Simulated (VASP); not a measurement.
All values below come from PW91 GGA, VASP's PBE PAW potentials (set 64) (plane waves; VASP).

VASP ran on this input.

File POSCAR:
```
PtS2
1
    1.7902610134    -3.1008231068    -0.0000000000
    1.7902610134     3.1008231068    -0.0000000000
    0.0000000000    -0.0000000000     6.5432545388
Pt S
1 2
Direct
  0.0000000000   0.0000000000   0.0000000000
  0.3333330000   0.6666670000   0.1879340982
  0.6666670000   0.3333330000   0.8120659018
```

File KPOINTS:
```
Automatic mesh
0
Gamma
7 7 3
0 0 0
```

**INCAR**
```
LWAVE = .FALSE.
LCHARG = .FALSE.
PREC = Accurate
EDIFF = 1E-6   # SCF stop (eV)
EDIFFG = -0.02
ENCUT = 520   # plane-wave cut-off (eV)
LREAL = .FALSE.
LASPH = .TRUE.
ALGO = Normal   # blocked Davidson
LMAXMIX = 6
ISMEAR = 0
GGA = 91   # PW91
SIGMA = 0.05
NELM = 100   # most electronic steps
NSW = 60   # most ionic steps
IBRION = 2   # conjugate gradients
ISIF = 3   # ions, shape and volume
SYSTEM = PtS2
```

POTCAR, in this order: Pt S (PBE.64 set). Program: vasp_std.

The run wrote:

File OSZICAR:
```
       N       E                     dE             d eps       ncg     rms          rms(c)
DAV:   1     0.125030953828E+03    0.12503E+03   -0.10223E+04   608   0.127E+03
DAV:   2    -0.103704787970E+02   -0.13540E+03   -0.13236E+03   768   0.241E+02
DAV:   3    -0.169241488833E+02   -0.65537E+01   -0.65161E+01   775   0.588E+01
DAV:   4    -0.170175583621E+02   -0.93409E-01   -0.93386E-01   769   0.747E+00
DAV:   5    -0.170200308734E+02   -0.24725E-02   -0.24724E-02   803   0.117E+00    0.176E+01
DAV:   6    -0.157738781834E+02    0.12462E+01   -0.89285E+00   649   0.308E+01    0.113E+01
DAV:   7    -0.155047256720E+02    0.26915E+00   -0.16046E+00   656   0.140E+01    0.537E+00
DAV:   8    -0.154886615926E+02    0.16064E-01   -0.11363E-01   761   0.242E+00    0.128E+00
DAV:   9    -0.154825677105E+02    0.60939E-02   -0.17083E-02   740   0.150E+00    0.284E-01
DAV:  10    -0.154828379597E+02   -0.27025E-03   -0.26886E-03   782   0.373E-01    0.740E-02
DAV:  11    -0.154828908386E+02   -0.52879E-04   -0.78611E-05   777   0.874E-02    0.432E-02
DAV:  12    -0.154828987622E+02   -0.79236E-05   -0.18140E-05   705   0.388E-02    0.108E-02
DAV:  13    -0.154829000523E+02   -0.12901E-05   -0.22829E-06   690   0.117E-02    0.357E-03
DAV:  14    -0.154829004756E+02   -0.42330E-06   -0.44961E-07   517   0.592E-03
   1 F= -.15482900E+02 E0= -.15482900E+02  d E =-.154829E+02
```

### OUTCAR
```
------------------------ aborting loop because EDIFF is reached ----------------------------------------
  FORCE on cell =-STRESS in cart. coord.  units (eV):
  Direction    XX          YY          ZZ          XY          YZ          ZX
  --------------------------------------------------------------------------------------
  Total       -0.0401560     -0.0401560      0.0054084      0.0000000     -0.0000000     -0.0000000
  in kB       -0.8856127     -0.8856127      0.1192792      0.0000000     -0.0000000     -0.0000000
  external PRESSURE =      -0.5506487 kB  Pullay stress =       0.0000000 kB
  volume of cell :       72.65
      direct lattice vectors                 reciprocal lattice vectors
     1.790261013 -3.100823107  0.000000000     0.279288884 -0.161247508  0.000000000
     1.790261013  3.100823107  0.000000000     0.279288884  0.161247508  0.000000000
     0.000000000  0.000000000  6.543254539     0.000000000  0.000000000  0.152829146
 POSITION                                       TOTAL-FORCE (eV/Angst)
 -----------------------------------------------------------------------------------
      0.00000      0.00000      0.00000         0.000000      0.000000      0.000000
      1.79026      1.03361      1.22970         0.000000     -0.000000      0.003634
      1.79026     -1.03361      5.31355        -0.000000      0.000000     -0.003634
 -----------------------------------------------------------------------------------
    total drift:                                0.000000     -0.000000      0.000000
  FREE ENERGIE OF THE ION-ELECTRON SYSTEM (eV)
  ---------------------------------------------------
  free  energy   TOTEN  =       -15.4829004756 eV

  energy  without entropy=      -15.4829004756  energy(sigma->0) =      -15.48290048

 reached required accuracy - stopping structural energy minimisation
```
(Selected blocks of OUTCAR.)

### OUTCAR
```
 val. band max:        2.9522862125   @ k =   0.1429   0.1429   0.0000

 cond. band min:       4.5192056485   @ k =   0.0000   0.2857   0.3333


 Fermi energy:         3.2419326800

 k-point     1 :       0.0000    0.0000    0.0000
  band No.  band energies     occupation
      1     -11.0862      2.00000
      2      -8.8691      2.00000
      3      -2.6550      2.00000
      4      -2.6549      2.00000
      5      -2.3817      2.00000
      6       0.0129      2.00000
      7       0.0130      2.00000
      8       1.9386      2.00000
      9       2.5212      2.00000
     10       2.5552      2.00000
     11       2.5552      2.00000
     12       5.9879      0.00000
     13       5.9880      0.00000
     14       8.2628      0.00000
     15       8.9102      0.00000

 k-point     2 :       0.1429    0.0000    0.0000
  band No.  band energies     occupation
      1     -10.8436      2.00000
      2      -8.9310      2.00000
      3      -2.5975      2.00000
      4      -2.5050      2.00000
      5      -2.1534      2.00000
      6      -0.3942      2.00000
      7      -0.1619      2.00000
      8       1.2399      2.00000
      9       2.6197      2.00000
     10       2.6930      2.00000
     11       2.7864      2.00000
     12       5.0757      0.00000
     13       5.7305      0.00000
     14       9.0735      0.00000
     15       9.7505      0.00000

 k-point     3 :       0.2857    0.0000    0.0000
  band No.  band energies     occupation
      1     -10.2152      2.00000
      2      -9.0692      2.00000
      3      -2.4942      2.00000
      4      -2.2079      2.00000
      5      -1.7644      2.00000
      6      -1.2295      2.00000
      7      -0.2549      2.00000
      8       0.7735      2.00000
      9       2.1147      2.00000
     10       2.2486      2.00000
     11       2.5934      2.00000
     12       4.7998      0.00000
     13       5.6103      0.00000
     14       8.9382      0.00000
     15      10.3358      0.00000
...
```

Without a dispersion term in the relaxation, distances and binding between the weakly bound layers, chains or molecules are unreliable, and so is what depends on them. Unless said otherwise, spin-orbit coupling is left out, though it shifts the bands of the heavy elements here.

The compound is PtS2 in the 1T layered structure. It was relaxed first, which changed the volume by +33 %. The start is the result of an earlier pass.
